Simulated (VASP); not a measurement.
These are PBE GGA, VASP's PBE PAW potentials (set 64) (plane waves; VASP 6.6.1) values and carry that method's errors.

The input files of a VASP run:

**INCAR**
```
# general
SYSTEM  = Zr2N
PREC    = Accurate
ENCUT   = 400   # plane-wave cut-off (eV)
LREAL   = F   # projection in real space or not
LASPH   = T

# electronic loop
EDIFF   = 1E-6   # SCF stop (eV)
NELM    = 100
ALGO    = Normal   # blocked Davidson
LMAXMIX = 4

# smearing
ISMEAR  = 0   # Gaussian
SIGMA   = 0.05

# functional
GGA     = PE   # PBE

# ions
ISIF    = 2   # forces and stress, cell fixed

# output
LWAVE   = F
LCHARG  = F
```

POSCAR:
```
Zr2N
1.0
  4.4863110000   0.0000000000   0.0000000000
 -2.2431550000   3.8852590000   0.0000000000
  0.0000000000   0.0000000000   5.4969630000
N Zr
2 4
Cart
 -0.0015339837   2.6007379810   1.4119279283
  2.2574468123   1.3099500392   4.1333423825
 -0.0330371928   0.0112827921  -0.0118954279
  0.0064243983   0.0076539602   2.7456670549
  0.0114336916   2.5486172315   4.0949680838
  2.2455715448   1.2922798812   1.3683919814
```

KPOINTS:
```
Automatic mesh
0
Gamma
3 3 3
0 0 0
```

POTCAR, in this order: N Zr_sv (PBE.64 set). Program: vasp_std.

The resulting files:

### OSZICAR
```
       N       E                     dE             d eps       ncg     rms          rms(c)
DAV:   1     0.507315761206E+03    0.50732E+03   -0.28043E+04   952   0.143E+03
DAV:   2    -0.458844879967E+01   -0.51190E+03   -0.50509E+03  1082   0.438E+02
DAV:   3    -0.498153104008E+02   -0.45227E+02   -0.44602E+02  1568   0.996E+01
DAV:   4    -0.524431857572E+02   -0.26279E+01   -0.25967E+01  1440   0.221E+01
DAV:   5    -0.525606768684E+02   -0.11749E+00   -0.11582E+00  1396   0.398E+00    0.267E+01
DAV:   6    -0.491792304901E+02    0.33814E+01   -0.39635E+01  1276   0.239E+01    0.145E+01
DAV:   7    -0.484963580748E+02    0.68287E+00   -0.74488E+00  1198   0.986E+00    0.716E+00
DAV:   8    -0.484882163477E+02    0.81417E-02   -0.70728E-01  1438   0.466E+00    0.136E+00
DAV:   9    -0.484934804012E+02   -0.52641E-02   -0.32674E-01  1294   0.258E+00    0.100E+00
DAV:  10    -0.484848592538E+02    0.86211E-02   -0.10800E-01  1214   0.148E+00    0.521E-01
DAV:  11    -0.484861716865E+02   -0.13124E-02   -0.17868E-02  1248   0.806E-01    0.155E-01
DAV:  12    -0.484858438362E+02    0.32785E-03   -0.47402E-03  1288   0.401E-01    0.511E-02
DAV:  13    -0.484858207181E+02    0.23118E-04   -0.46579E-04  1312   0.108E-01    0.362E-02
DAV:  14    -0.484858031226E+02    0.17596E-04   -0.10051E-04  1344   0.488E-02    0.158E-02
DAV:  15    -0.484858059520E+02   -0.28294E-05   -0.98487E-06  1184   0.184E-02    0.265E-03
DAV:  16    -0.484858060618E+02   -0.10979E-06   -0.60451E-07   698   0.567E-03
   1 F= -.48485806E+02 E0= -.48478031E+02  d E =-.155503E-01
```

File OUTCAR:
```
------------------------ aborting loop because EDIFF is reached ----------------------------------------
  FORCE on cell =-STRESS in cart. coord.  units (eV):
  Direction    XX          YY          ZZ          XY          YZ          ZX
  --------------------------------------------------------------------------------------
  Total       -5.3220592     -4.6643215     -6.5842769      0.1868695     -0.0532287     -0.0050586
  in kB      -88.9934647    -77.9950241   -110.0997942      3.1247613     -0.8900696     -0.0845873
  external PRESSURE =     -92.3627610 kB  Pullay stress =       0.0000000 kB
  volume of cell :       95.81
      direct lattice vectors                 reciprocal lattice vectors
     4.486311000  0.000000000  0.000000000     0.222900285  0.128691521  0.000000000
    -2.243155000  3.885259000  0.000000000     0.000000000  0.257383099  0.000000000
     0.000000000  0.000000000  5.496963000     0.000000000  0.000000000  0.181918634
 POSITION                                       TOTAL-FORCE (eV/Angst)
 -----------------------------------------------------------------------------------
     -0.00153      2.60074      1.41193        -0.027611     -0.030239      0.181479
      2.25745      1.30995      4.13334        -0.022573      0.140389      0.027129
      4.45327      0.01128      5.48507         0.213693     -0.167745      0.040431
      0.00642      0.00765      2.74567         0.028957     -0.153651     -0.169152
      0.01143      2.54862      4.09497        -0.110597      0.051876     -0.130542
      2.24557      1.29228      1.36839        -0.081869      0.159370      0.050655
 -----------------------------------------------------------------------------------
    total drift:                               -0.000010      0.000232     -0.000323
  FREE ENERGIE OF THE ION-ELECTRON SYSTEM (eV)
  ---------------------------------------------------
  free  energy   TOTEN  =       -48.4858060618 eV

  energy  without entropy=      -48.4702557932  energy(sigma->0) =      -48.47803093
```
(Selected blocks of OUTCAR.)

### OUTCAR
```
 val. band max:       10.2187876641   @ k =  -0.3333   0.3333   0.3333

 cond. band min:      10.3396842470   @ k =  -0.3333  -0.3333   0.3333


 Fermi energy:        10.3323720656

 k-point     1 :       0.0000    0.0000    0.0000
  band No.  band energies     occupation
      1     -38.9736      2.00000
      2     -38.9006      2.00000
      3     -38.2155      2.00000
      4     -38.0125      2.00000
      5     -17.3117      2.00000
      6     -17.2770      2.00000
      7     -17.1730      2.00000
      8     -17.1593      2.00000
      9     -17.0345      2.00000
     10     -17.0204      2.00000
     11     -17.0172      2.00000
     12     -16.2690      2.00000
     13     -16.2606      2.00000
     14     -16.1795      2.00000
     15     -16.1286      2.00000
     16     -15.2789      2.00000
     17      -4.2176      2.00000
     18      -3.7402      2.00000
     19       5.0718      2.00000
     20       5.0930      2.00000
     21       5.7382      2.00000
     22       6.4216      2.00000
     23       6.4399      2.00000
     24       7.6185      2.00000
     25       7.8456      2.00000
     26       7.9695      2.00000
     27       8.0482      2.00000
     28       8.9415      2.00000
     29       8.9505      2.00000
     30       8.9924      2.00000
     31      12.0244      0.00000
     32      12.0876      0.00000
     33      12.1289      0.00000
     34      12.9532      0.00000

 k-point     2 :       0.3333    0.0000    0.0000
  band No.  band energies     occupation
      1     -38.9356      2.00000
      2     -38.9033      2.00000
      3     -38.2523      2.00000
      4     -38.0115      2.00000
      5     -17.5608      2.00000
      6     -17.4297      2.00000
      7     -17.2999      2.00000
      8     -17.1306      2.00000
      9     -17.0467      2.00000
     10     -16.9765      2.00000
     11     -16.7181      2.00000
     12     -16.2949      2.00000
     13     -16.2674      2.00000
     14     -16.0782      2.00000
...
```

At this cut-off the stress carries a Pulay error, which pulls relaxed volumes low.

The structure was generated: Zr2N was put into an ordered model structure, which need not be its known phase. The cell was not relaxed at this level, atoms are displaced from their ideal sites. The k-mesh is coarse (spacing up to 0.54 per Å, 2π included), so the numbers may not be converged in it.
